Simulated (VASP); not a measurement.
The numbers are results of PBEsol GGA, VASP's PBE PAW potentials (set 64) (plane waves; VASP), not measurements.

Input for VASP

**POSCAR**
```
TlBi
1
    0.0000000000     3.1479216321     3.1479216321
    3.1479216321    -0.0000000000     3.1479216321
    3.1479216321     3.1479216321    -0.0000000000
Tl Bi
1 1
Direct
  0.0000000000   0.0000000000   0.0000000000
  0.5000000000   0.5000000000   0.5000000000
```

### INCAR
```
SYSTEM=TlBi
PREC=Accurate; ENCUT=400; LREAL=F
LASPH=T
EDIFF=1E-6; NELM=100; ALGO=Normal
LMAXMIX=4
ISMEAR=1; SIGMA=0.1
GGA=PS
IBRION=2; NSW=60; ISIF=3
EDIFFG=-0.01
LWAVE=F; LCHARG=F
```

KPOINTS:
```
Automatic mesh
0
G
  9 9 9
0 0 0
```

POTCAR, in this order: Tl_d Bi_d (PBE.64 set). Program: vasp_std.

Output of the run:

**OUTCAR**
```
 ion  position               nearest neighbor table
   1  0.000  0.000  0.000-   2 3.15   2 3.15   2 3.15   2 3.15   2 3.15   2 3.15
   2  0.500  0.500  0.500-   1 3.15   1 3.15   1 3.15   1 3.15   1 3.15   1 3.15
  LATTYP: Found a face centered cubic cell.
 ALAT       =     6.2958432642
 Subroutine PRICEL returns:
 Original cell was already a primitive cell.
 Subroutine GETGRP returns: Found 48 space group operations
The static configuration has the point symmetry O_h .
The dynamic configuration has the point symmetry O_h .
 Subroutine INISYM returns: Found 48 space group operations
 Subroutine IBZKPT returns following result:
 Found     35 irreducible k-points:

 Following reciprocal coordinates:
            Coordinates               Weight
  0.000000  0.000000  0.000000      1.000000
  0.111111  0.000000  0.000000      8.000000
  0.222222  0.000000  0.000000      8.000000
  0.333333  0.000000  0.000000      8.000000
  0.444444  0.000000  0.000000      8.000000
  0.111111  0.111111  0.000000      6.000000
  0.222222  0.111111  0.000000     24.000000
  0.333333  0.111111  0.000000     24.000000
  0.444444  0.111111  0.000000     24.000000
 -0.444444  0.111111  0.000000     24.000000
 -0.333333  0.111111  0.000000     24.000000
 -0.222222  0.111111  0.000000     24.000000
 -0.111111  0.111111  0.000000     12.000000
  0.222222  0.222222  0.000000      6.000000
  0.333333  0.222222  0.000000     24.000000
  0.444444  0.222222  0.000000     24.000000
 -0.444444  0.222222  0.000000     24.000000
 -0.333333  0.222222  0.000000     24.000000
 -0.222222  0.222222  0.000000     12.000000
  0.333333  0.333333  0.000000      6.000000
  0.444444  0.333333  0.000000     24.000000
 -0.444444  0.333333  0.000000     24.000000
 -0.333333  0.333333  0.000000     12.000000
  0.444444  0.444444  0.000000      6.000000
...
```

OSZICAR:
```
       N       E                     dE             d eps       ncg     rms          rms(c)
DAV:   1     0.198207968706E+03    0.19821E+03   -0.13178E+04  1276   0.141E+03
DAV:   2     0.469658155918E+01   -0.19351E+03   -0.18992E+03  1284   0.369E+02
DAV:   3    -0.638717203509E+01   -0.11084E+02   -0.10992E+02  1522   0.999E+01
DAV:   4    -0.665226724010E+01   -0.26510E+00   -0.26492E+00  1440   0.157E+01
DAV:   5    -0.666221292918E+01   -0.99457E-02   -0.99452E-02  1530   0.299E+00    0.335E+00
DAV:   6    -0.661514336812E+01    0.47070E-01   -0.11065E-01  1368   0.325E+00    0.228E+00
DAV:   7    -0.660919417115E+01    0.59492E-02   -0.41198E-02  1382   0.208E+00    0.886E-01
DAV:   8    -0.660870649734E+01    0.48767E-03   -0.48515E-03  1322   0.576E-01    0.977E-02
DAV:   9    -0.660867519194E+01    0.31305E-04   -0.32603E-04  1578   0.162E-01    0.265E-02
DAV:  10    -0.660868111532E+01   -0.59234E-05   -0.40642E-05  1374   0.693E-02    0.834E-03
DAV:  11    -0.660868036830E+01    0.74702E-06   -0.36445E-06  1180   0.217E-02
   1 F= -.66086804E+01 E0= -.66081590E+01  d E =-.660868E+01
```

File OUTCAR:
```
------------------------ aborting loop because EDIFF is reached ----------------------------------------
  FORCE on cell =-STRESS in cart. coord.  units (eV):
  Direction    XX          YY          ZZ          XY          YZ          ZX
  --------------------------------------------------------------------------------------
  Total       -0.0045755     -0.0045755     -0.0045755      0.0000000     -0.0000000      0.0000000
  in kB       -0.1175029     -0.1175029     -0.1175029      0.0000000     -0.0000000      0.0000000
  external PRESSURE =      -0.1175029 kB  Pullay stress =       0.0000000 kB
  volume of cell :       62.39
      direct lattice vectors                 reciprocal lattice vectors
     0.000000000  3.147921632  3.147921632    -0.158834958  0.158834958  0.158834958
     3.147921632  0.000000000  3.147921632     0.158834958 -0.158834958  0.158834958
     3.147921632  3.147921632  0.000000000     0.158834958  0.158834958 -0.158834958
 POSITION                                       TOTAL-FORCE (eV/Angst)
 -----------------------------------------------------------------------------------
      0.00000      0.00000      0.00000        -0.000000     -0.000000     -0.000000
      3.14792      3.14792      3.14792         0.000000      0.000000      0.000000
 -----------------------------------------------------------------------------------
    total drift:                                0.000000      0.000000      0.000000
  FREE ENERGIE OF THE ION-ELECTRON SYSTEM (eV)
  ---------------------------------------------------
  free  energy   TOTEN  =        -6.6086803683 eV

  energy  without entropy=       -6.6071161176  energy(sigma->0) =       -6.60815895

 reached required accuracy - stopping structural energy minimisation
```
(Selected blocks of OUTCAR.)

OUTCAR:
```
 val. band max:        6.2783948364   @ k =  -0.4444   0.2222   0.0000

 cond. band min:       6.2919288013   @ k =   0.3333   0.2222   0.1111


 Fermi energy:         6.2831851714

 k-point     1 :       0.0000    0.0000    0.0000
  band No.  band energies     occupation
      1     -16.2728      2.00000
      2     -16.2728      2.00000
      3     -16.2494      2.00000
      4     -16.2494      2.00000
      5     -16.2494      2.00000
      6      -5.8688      2.00000
      7      -4.9891      2.00000
      8      -4.9891      2.00000
      9      -4.9634      2.00000
     10      -4.9634      2.00000
     11      -4.9634      2.00000
     12       3.1435      2.00000
     13       6.3307      0.28737
     14       6.3307      0.28737
     15       6.3307      0.28737
     16      12.0956      0.00000
     17      12.0956      0.00000
     18      12.0956      0.00000

 k-point     2 :       0.1111    0.0000    0.0000
  band No.  band energies     occupation
      1     -16.2720      2.00000
      2     -16.2720      2.00000
      3     -16.2490      2.00000
      4     -16.2483      2.00000
      5     -16.2483      2.00000
      6      -5.7546      2.00000
      7      -5.0009      2.00000
      8      -5.0009      2.00000
      9      -4.9651      2.00000
     10      -4.9587      2.00000
     11      -4.9587      2.00000
     12       2.5169      2.00000
     13       6.3805     -0.04421
     14       6.3805     -0.04421
     15       6.7608     -0.00000
     16      11.2470      0.00000
     17      11.5771      0.00000
     18      11.5771      0.00000

 k-point     3 :       0.2222    0.0000    0.0000
  band No.  band energies     occupation
      1     -16.2703      2.00000
      2     -16.2703      2.00000
      3     -16.2477      2.00000
      4     -16.2454      2.00000
      5     -16.2454      2.00000
      6      -5.4301      2.00000
      7      -5.0330      2.00000
      8      -5.0330      2.00000
      9      -4.9673      2.00000
...
```

Unless said otherwise, spin-orbit coupling is left out, though it shifts the bands of the heavy elements here.

The structure was generated: TlBi was put into the rock salt type (Fm-3m), which need not be its known phase. It was relaxed first. The start is the result of an earlier pass.
